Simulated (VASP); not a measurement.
Data:

```xyz
2
Lattice="0.0000 3.2030 3.2030 3.2030 0.0000 3.2030 3.2030 3.2030 0.0000" Properties=species:S:1:pos:R:3 pbc="T T T"
In     0.0000     0.0000     0.0000
Sb     1.6015     1.6015     1.6015
```

Method: PBE GGA, VASP's PBE PAW potentials (set 64) (plane waves; VASP). Run with 500 eV cut-off, 10×10×10 Γ-centred mesh, first-order Methfessel-Paxton smearing of 0.10 eV, potentials In_d Sb.

Unless said otherwise, spin-orbit coupling is left out, though it shifts the bands of the heavy elements here.

Problem. What does the run give for the energy per atom (σ→0), pressure, band gap (on the k-mesh) with the smallest direct gap where there is one?

Solution. 
| Property | Value |
|---|---|
| band gap (on the k-mesh) | none (metal, semimetal or under 0.01 eV) |
| energy per atom (σ→0) | -3.425 eV/atom |
| pressure | 4.97 GPa |

The absolute energy has meaning only against runs of the same code, potentials and settings.

The compound is InSb in the zinc blende structure. It was relaxed first under an external pressure of 5 GPa.
